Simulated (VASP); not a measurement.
# G0W0 gap of InP against strain, part 2 of 4

How does the quasiparticle gap of InP follow strain, and does the starting functional get the slope right? The cell is of the zinc-blende type, one of the forms listed for this formula, which need not be the common one. The start is a cell from a database of measured crystal structures.

VASP 6.6.1, plane waves and PAW; the level of theory is named at each step.

So far, gap on the k-mesh (eV): step 3 (empty bands) 1.15.

The database entry behind the starting cell differs from later determinations by our own check (0.1 to 0.3 % short, probably kX units), so it need not match the best structure at ambient conditions.

### Step 4. G0W0

This step: G0W0 on r2SCAN; plane waves and PAW (In_d_GW, P_GW) (VASP 6.6.1).

One pass of GW corrects the levels to first order, with G and W from the starting orbitals.

The input, INCAR:

```
SYSTEM = InP
PREC = Accurate
ENCUT = 300
ISMEAR = 0
SIGMA = 0.01
LREAL = .FALSE.
METAGGA = R2SCAN
LASPH = .TRUE.
NBANDS = 216
ALGO = EVGW0
NELMGW = 1
ENCUTGW = 150
NOMEGA = 48
PRECFOCK = Fast
NBANDSGW = 24
LWAVE = .FALSE.
LCHARG = .FALSE.
```

The input, POSCAR:

```
InP
1.0
    0.0000000000      2.9305000000      2.9305000000
    2.9305000000      0.0000000000      2.9305000000
    2.9305000000      2.9305000000      0.0000000000
In P
1 1
Direct
    0.0000000000      0.0000000000      0.0000000000
    0.7500000000      0.7500000000      0.7500000000
```

The input, KPOINTS:

```
Automatic mesh
0
Gamma
6 6 6
0 0 0
```

Potentials, in the order of the species: In_d_GW and P_GW (PBE family, release 64).

Launch:

```sh
> mpirun -np 8 vasp_std
```

What it wrote:

```text
[banner, memory and clock lines left out]
running    8 mpi-ranks, on    1 nodes
 distrk:  each k-point on    8 cores,    1 groups
 distr:  one band on    1 cores,    8 groups

 POSCAR found type information on POSCAR InP
 POSCAR found :  2 types and       2 ions
 [... a notice as in an earlier step ...]

 [... a notice as in an earlier step ...]

|                                                                             |
|           W    W    AA    RRRRR   N    N  II  N    N   GGGG   !!!           |
|           W    W   A  A   R    R  NN   N  II  NN   N  G    G  !!!           |
|           W    W  A    A  R    R  N N  N  II  N N  N  G       !!!           |
|           W WW W  AAAAAA  RRRRR   N  N N  II  N  N N  G  GGG   !            |
|           WW  WW  A    A  R   R   N   NN  II  N   NN  G    G                |
|           W    W  A    A  R    R  N    N  II  N    N   GGGG   !!!           |
|                                                                             |
|     The default for ENCUTGWSOFT is different in this version of VASP.       |
|     please manually set ENCUTGWSOFT =150 in the INCAR file.                 |
|                                                                             |

 LDA part: xc-table for (None), standard interpolation
 found WAVECAR, reading the header
 POSCAR, INCAR and KPOINTS ok, starting setup
 FFT: planning ... GRIDC
 FFT: planning ... GRID_SOFT
 FFT: planning ... GRID
 reading WAVECAR
 the WAVECAR file was read successfully
 initial charge from wavefunction
 available memory per node:     65.01 GB, setting MAXMEM to     66568

 The Fermi energy was updated, please check that it is located mid-gap
 values below the HOMO (VB) or above the LUMO (CB) will cause erroneous energies
 E-fermi :   4.3139

 calculate exact exchange contribution
 the WAVEDER file was read successfully
energies w=
    0.000    0.000    0.478    0.000    0.954    0.000    1.427    0.000
    1.893    0.000    2.353    0.000    2.806    0.000    3.250    0.000
    3.686    0.000    4.114    0.000    4.534    0.000    4.947    0.000
    5.355    0.000    5.757    0.000    6.156    0.000    6.553    0.000
    6.950    0.000    7.348    0.000    7.748    0.000    8.154    0.000
    8.566    0.000    8.987    0.000    9.420    0.000    9.868    0.000
   10.334    0.000   10.821    0.000   11.334    0.000   11.878    0.000
   12.459    0.000   13.083    0.000   13.761    0.000   14.502    0.000
   15.321    0.000   16.234    0.000   17.262    0.000   18.435    0.000
   19.791    0.000   21.380    0.000   23.275    0.000   25.579    0.000
   28.444    0.000   32.109    0.000   36.963    0.000   43.692    0.000
   53.623    0.000   69.712    0.000  100.133    0.000  178.931    0.000
 responsefunction array rank=     224
 LDA part: xc-table for (None), standard interpolation

 min. memory requirement per mpi rank    286.5 MB, per node   2291.8 MB

 allocating   6 responsefunctions rank=   224
 shmem allocating  48 responsefunctions rank=   224
 response function shared by NCSHMEM nodes    1
 Doing            6  frequencies on each core in blocks of           48
NQ=   1    0.0000    0.0000    0.0000,
|.........|.........|.........|.........|.........|.........|.........|.........
 performed        970000 updates of chi_q(r,r)
 total number of BLAS operations        254.41 Gflops
NQ=   2    0.1667    0.0000    0.0000,
|.........|.........|.........|.........|.........|.........|.........|.........
 performed       2645000 updates of chi_q(r,r)
 total number of BLAS operations        817.79 Gflops
NQ=   3    0.3333    0.0000    0.0000,
|.........|.........|.........|.........|.........|.........|.........|.........
 performed       4320000 updates of chi_q(r,r)
 total number of BLAS operations       1381.17 Gflops
NQ=   4    0.5000    0.0000    0.0000,
|.........|.........|.........|.........|.........|.........|.........|.........
 performed       5746000 updates of chi_q(r,r)
 total number of BLAS operations       1884.58 Gflops
NQ=   5    0.1667    0.1667    0.0000,
|.........|.........|.........|.........|.........|.........|.........|.........
 performed       7421000 updates of chi_q(r,r)
 total number of BLAS operations       2431.59 Gflops
NQ=   6    0.3333    0.1667    0.0000,
|.........|.........|.........|.........|.........|.........|.........|.........
 performed       9988000 updates of chi_q(r,r)
 total number of BLAS operations       3303.18 Gflops
NQ=   7    0.5000    0.1667    0.0000,
|.........|.........|.........|.........|.........|.........|.........|.........
 performed      12555000 updates of chi_q(r,r)
 total number of BLAS operations       4217.60 Gflops
NQ=   8   -0.3333    0.1667    0.0000,
|.........|.........|.........|.........|.........|.........|.........|.........
 performed      15122000 updates of chi_q(r,r)
 total number of BLAS operations       5132.02 Gflops
NQ=   9   -0.1667    0.1667    0.0000,
|.........|.........|.........|.........|.........|.........|.........|.........
 performed      17357000 updates of chi_q(r,r)
 total number of BLAS operations       5905.79 Gflops
NQ=  10    0.3333    0.3333    0.0000,
|.........|.........|.........|.........|.........|.........|.........|.........
 performed      19032000 updates of chi_q(r,r)
 total number of BLAS operations       6542.88 Gflops
NQ=  11    0.5000    0.3333    0.0000,
|.........|.........|.........|.........|.........|.........|.........|.........
 performed      21599000 updates of chi_q(r,r)
 total number of BLAS operations       7440.05 Gflops
NQ=  12   -0.3333    0.3333    0.0000,
|.........|.........|.........|.........|.........|.........|.........|.........
 performed      23834000 updates of chi_q(r,r)
 total number of BLAS operations       8305.67 Gflops
NQ=  13    0.5000    0.5000    0.0000,
|.........|.........|.........|.........|.........|.........|.........|.........
 performed      25115000 updates of chi_q(r,r)
 total number of BLAS operations       8811.03 Gflops
NQ=  14    0.5000    0.3333    0.1667,
|.........|.........|.........|.........|.........|.........|.........|.........
 performed      27993000 updates of chi_q(r,r)
 total number of BLAS operations       9826.53 Gflops
NQ=  15   -0.3333    0.3333    0.1667,
|.........|.........|.........|.........|.........|.........|.........|.........
 performed      30705000 updates of chi_q(r,r)
 total number of BLAS operations      10765.37 Gflops
NQ=  16   -0.3333    0.5000    0.1667,
|.........|.........|.........|.........|.........|.........|.........|.........
 performed      32950000 updates of chi_q(r,r)
 total number of BLAS operations      11542.73 Gflops
 resolving degeneracies of screened two electron integrals

 calculate QP shifts <psi_nk| G(iteration)W_0 |psi_nk>: iteration 1
 entering main loop
```

Elapsed: 5.3 min, on 8 MPI ranks of Intel Xeon Platinum 8488C (Sapphire Rapids), shared host; peak memory 2.6 GiB.

From OUTCAR (step 4):

```text
The static configuration has the point symmetry T_d .

 Found     16 irreducible k-points:

   k-points           NKPTS =     16   k-points in BZ     NKDIM =    216   number of bands    NBANDS=    216

   NELECT =      18.0000    total number of electrons

 E-fermi :   4.3139

 QP shifts <psi_nk| G(iteration)W_0 |psi_nk>: iteration 1
 for sc-GW calculations column KS-energies equals QP-energies in previous step
 and V_xc(KS)=  KS-energies - (<T + V_ion + V_H > + <T+V_H+V_ion>^1  + <V_x>^1)
 k-point   1 :       0.0000    0.0000    0.0000
  band No.  KS-energies  QP-energies   sigma(KS)   V_xc(KS)     V^pw_x(r,r')   Z            occupation Imag(sigma)
    ...
      6      -8.2655      -8.3415     -12.0837     -11.9636     -18.2739       0.6331       2.0000       0.8552
      7       3.7408       3.3165     -12.9861     -12.4290     -13.9315       0.7616       2.0000       0.0211
      8       3.7408       3.3165     -12.9861     -12.4290     -13.9315       0.7616       2.0000       0.0211
      9       3.7408       3.3165     -12.9861     -12.4290     -13.9315       0.7616       2.0000       0.0211
     10       4.8870       4.8025     -10.6507     -10.5427      -6.9073       0.7827       0.0000      -0.0495
     11       8.1665       8.2327      -9.7427      -9.8283      -5.5197       0.7737       0.0000      -0.0619
     12       8.1665       8.2327      -9.7427      -9.8283      -5.5197       0.7737       0.0000      -0.0619
     13       8.1665       8.2327      -9.7427      -9.8283      -5.5197       0.7737       0.0000      -0.0619
    ...

 k-point   2 :       0.1667    0.0000    0.0000
  band No.  KS-energies  QP-energies   sigma(KS)   V_xc(KS)     V^pw_x(r,r')   Z            occupation Imag(sigma)
    ...
      6      -7.9349      -8.0489     -12.2778     -12.1012     -18.3226       0.6456       2.0000       0.8309
      7       1.5690       1.0863     -12.3229     -11.6772     -13.7229       0.7475       2.0000       0.0408
      8       3.4275       2.9890     -12.8137     -12.2379     -13.8426       0.7616       2.0000       0.0227
      9       3.4275       2.9890     -12.8137     -12.2379     -13.8426       0.7616       2.0000       0.0227
     10       5.9195       5.8987     -10.5501     -10.5234      -6.7090       0.7763       0.0000      -0.0519
     11       8.6081       8.5998      -9.9736      -9.9628      -5.6233       0.7645       0.0000      -0.0768
     12       8.6223       8.6912      -9.8594      -9.9490      -5.4992       0.7680       0.0000      -0.0685
     13       8.6223       8.6912      -9.8594      -9.9490      -5.4992       0.7680       0.0000      -0.0685
    ...

 k-point   3 :       0.3333    0.0000    0.0000
  band No.  KS-energies  QP-energies   sigma(KS)   V_xc(KS)     V^pw_x(r,r')   Z            occupation Imag(sigma)
    ...
      6      -7.0877      -7.2590     -12.7187     -12.4625     -18.4419       0.6686       2.0000       0.7550
      7      -0.9268      -1.4066     -11.8632     -11.1913     -14.4488       0.7141       2.0000       0.1241
      8       2.9362       2.4782     -12.6345     -12.0293     -13.8397       0.7566       2.0000       0.0263
      9       2.9362       2.4782     -12.6345     -12.0293     -13.8397       0.7566       2.0000       0.0263
     10       5.7534       5.7510     -10.1664     -10.1633      -6.3031       0.7828       0.0000      -0.0519
     11       8.9598       9.0185      -9.6283      -9.7050      -5.1910       0.7647       0.0000      -0.0788
     12       8.9598       9.0185      -9.6283      -9.7050      -5.1910       0.7647       0.0000      -0.0788
     13      10.4771      10.3449      -9.7006      -9.5222      -4.6561       0.7410       0.0000      -0.1459
    ...

[... 7 parts as in an earlier step ...]

[... 5 further parts left out ...]
```

This step gave:

* quasiparticle gap on the mesh: 1.486 eV
* smallest direct quasiparticle gap on the mesh: 1.486 eV
* gap of the starting orbitals on the mesh: 1.146 eV

GW takes the gap from 1.146 to 1.486 eV. Spin-orbit coupling is left out. The value holds for 216 bands, ENCUTGW = 150 eV and this mesh, and isn't shown to be converged in them.

### Step 5. Ground state of a strained cell, scale 0.94

This step: r2SCAN; plane waves and PAW (In_d_GW, P_GW) (VASP 6.6.1).

The volume is scaled by 0.94, at the same cutoff, mesh and band count, and the chain is run again.

The input, INCAR:

```
SYSTEM = InP
PREC = Accurate
ENCUT = 300
EDIFF = 1E-08
NELM = 100
ISMEAR = 0
SIGMA = 0.01
LREAL = .FALSE.
ALGO = Normal
METAGGA = R2SCAN
LASPH = .TRUE.
NBANDS = 15
LORBIT = 11
LWAVE = .TRUE.
LCHARG = .FALSE.
KPAR = 8
```

The input, POSCAR:

```
InP
1.0
    0.0000000000      2.8706770916      2.8706770916
    2.8706770916      0.0000000000      2.8706770916
    2.8706770916      2.8706770916      0.0000000000
In P
1 1
Direct
    0.0000000000      0.0000000000      0.0000000000
    0.7500000000      0.7500000000      0.7500000000
```

KPOINTS is that of step 4.

Launch:

```sh
> mpirun -np 8 vasp_std
```

What it wrote:

```text
[banner, memory and clock lines left out]
running    8 mpi-ranks, on    1 nodes
 distrk:  each k-point on    1 cores,    8 groups
 distr:  one band on    1 cores,    1 groups

 POSCAR found type information on POSCAR InP
 POSCAR found :  2 types and       2 ions
 [... a notice as in an earlier step ...]

 [... a notice as in an earlier step ...]

 LDA part: xc-table for (None), standard interpolation
 POSCAR, INCAR and KPOINTS ok, starting setup
 FFT: planning ... GRIDC
 FFT: planning ... GRID_SOFT
 FFT: planning ... GRID
 WAVECAR not read
 entering main loop
       N       E                     dE             d eps       ncg     rms          rms(c)
DAV:   1     0.648691160798E+02    0.64869E+02   -0.61942E+03   647   0.175E+03
DAV:   2    -0.292257120886E+02   -0.94095E+02   -0.86068E+02   810   0.433E+02
DAV:   3    -0.362211059711E+02   -0.69954E+01   -0.69731E+01   761   0.906E+01
DAV:   4    -0.364549811661E+02   -0.23388E+00   -0.23379E+00   761   0.188E+01
DAV:   5    -0.364665646992E+02   -0.11584E-01   -0.11583E-01   792   0.363E+00    0.741E+00
DAV:   6    -0.321864202983E+02    0.42801E+01   -0.22717E+00   641   0.886E+01    0.438E+00
DAV:   7    -0.321398010626E+02    0.46619E-01   -0.35252E-01   753   0.134E+01    0.214E+00
DAV:   8    -0.321475507938E+02   -0.77497E-02   -0.30561E-02   784   0.329E+00    0.712E-01
DAV:   9    -0.321484460126E+02   -0.89522E-03   -0.36224E-03   836   0.104E+00    0.694E-02
DAV:  10    -0.321484812283E+02   -0.35216E-04   -0.54579E-04   683   0.579E-01    0.255E-02
DAV:  11    -0.321484777680E+02    0.34604E-05   -0.77039E-05   714   0.208E-01    0.876E-03
DAV:  12    -0.321484792647E+02   -0.14967E-05   -0.38868E-06   769   0.224E-02    0.324E-03
DAV:  13    -0.321484788351E+02    0.42961E-06   -0.57799E-07   788   0.131E-02    0.636E-04
DAV:  14    -0.321484789379E+02   -0.10288E-06   -0.52456E-08   713   0.183E-03    0.215E-04
DAV:  15    -0.321484789459E+02   -0.79174E-08   -0.25029E-09   520   0.211E-03
   1 F= -.32148479E+02 E0= -.32148479E+02  d E =-.502569E-44
 writing wavefunctions
```

The job ended after 12 s (8 MPI ranks; peak memory 1.1 GiB; 84 s of CPU time).

Parts of OUTCAR (step 5):

```text
   ENCUT  =  300.0 eV  22.05 Ry    4.70 a.u.   5.73  5.73  5.73*2*pi/ulx,y,z

   NELECT =      18.0000    total number of electrons

 E-fermi :   4.4628

 k-point     1 :       0.0000    0.0000    0.0000
  band No.  band energies     occupation
    ...
      5     -10.2274      2.00000
      6      -8.1000      2.00000
      7       4.3666      2.00000
      8       4.3666      2.00000
      9       4.3666      2.00000
     10       5.8705      0.00000
     11       8.7812      0.00000
     12       8.7812      0.00000
     13       8.7812      0.00000
     14      13.8289      0.00000
    ...

  Total        1.9619119      1.9619119      1.9619119     -0.0000000      0.0000000     -0.0000000
  in kB       66.4365481     66.4365481     66.4365481     -0.0000000      0.0000000     -0.0000000
  external PRESSURE =      66.4365481 kB  Pullay stress =       0.0000000 kB

 POSITION                                       TOTAL-FORCE (eV/Angst)
 -----------------------------------------------------------------------------------
      0.00000      0.00000      0.00000        -0.000000     -0.000000     -0.000000
      4.30602      4.30602      4.30602         0.000000      0.000000      0.000000
 -----------------------------------------------------------------------------------
    total drift:                               -0.000020     -0.000020     -0.000021

  FREE ENERGIE OF THE ION-ELECTRON SYSTEM (eV)
  ---------------------------------------------------
  free  energy   TOTEN  =       -32.1484789459 eV

  energy  without entropy=      -32.1484789459  energy(sigma->0) =      -32.14847895

[... 4 parts as in an earlier step ...]

[... 12 further parts left out ...]
```

Numbers from this step:

- free energy (TOTEN): -32.15 eV
- Fermi energy: 4.463 eV
- pressure: 6.644 GPa
- gap on the k-mesh: 1.504 eV
- least direct gap on the k-mesh: 1.504 eV

The run ends at a pressure of 6.64 GPa.

### Step 6. Empty bands, scale 0.94

The empty bands are made again, for the run that follows.

The input, INCAR:

```
SYSTEM = InP
PREC = Accurate
ENCUT = 300
ISMEAR = 0
SIGMA = 0.01
LREAL = .FALSE.
METAGGA = R2SCAN
LASPH = .TRUE.
NBANDS = 216
ALGO = Exact
NELM = 1
LWAVE = .TRUE.
LCHARG = .FALSE.
LOPTICS = .TRUE.
NEDOS = 1000
CSHIFT = 0.1
```

POSCAR is that of step 5.

KPOINTS is that of step 5.

Launch:

```sh
> mpirun -np 8 vasp_std
```

What it wrote:

```text
[... set-up lines as in an earlier step ...]
 entering main loop
       N       E                     dE             d eps       ncg     rms          rms(c)
DIA:   1    -0.321484789247E+02   -0.32148E+02    0.00000E+00     0   0.000E+00
   1 F= -.32148479E+02 E0= -.32148479E+02  d E =-.165003E-94
 writing wavefunctions
 optical routines
 imaginary and real dielectric function
 direction            1
 direction            2
 direction            3
```

Run time: 9.6 s. Hardware: 8 MPI ranks; peak memory 1.1 GiB; 63 s of CPU time.

Parts of OUTCAR (step 6):

```text
  Total        1.9625150      1.9625150      1.9625150      0.0000000      0.0000000      0.0000000
  in kB       66.4569722     66.4569722     66.4569722      0.0000000      0.0000000      0.0000000
  external PRESSURE =      66.4569722 kB  Pullay stress =       0.0000000 kB

  FREE ENERGIE OF THE ION-ELECTRON SYSTEM (eV)
  ---------------------------------------------------
  free  energy   TOTEN  =       -32.1484789247 eV

  energy  without entropy=      -32.1484789247  energy(sigma->0) =      -32.14847892

[... 3 parts as in an earlier step ...]

[... 1 further part left out ...]
[key lines of the parts left out:]
E-fermi :   4.5111
```

(Part 2 of 4 ends here.)

[Lines on the potential files, build, host, timing and source positions are cut from VASP's logs without a mark.]

[Logs are printed without paths, hosts, clocks, repeated set-up lines and the standing remarks that a program may print on its own settings, such as how far it seeks lower states.]

[Hosts, paths, dates, database ids (printed as entryN), source tags and the programs' standing remarks are cut or masked in the printed files.]

[Pressures printed for these runs are not shown converged in the cutoff: they can be off by several GPa and have the wrong sign.]

[In band tables of VASP the shares of atoms and orbitals are scaled to a sum of 1 inside the atoms' spheres.]
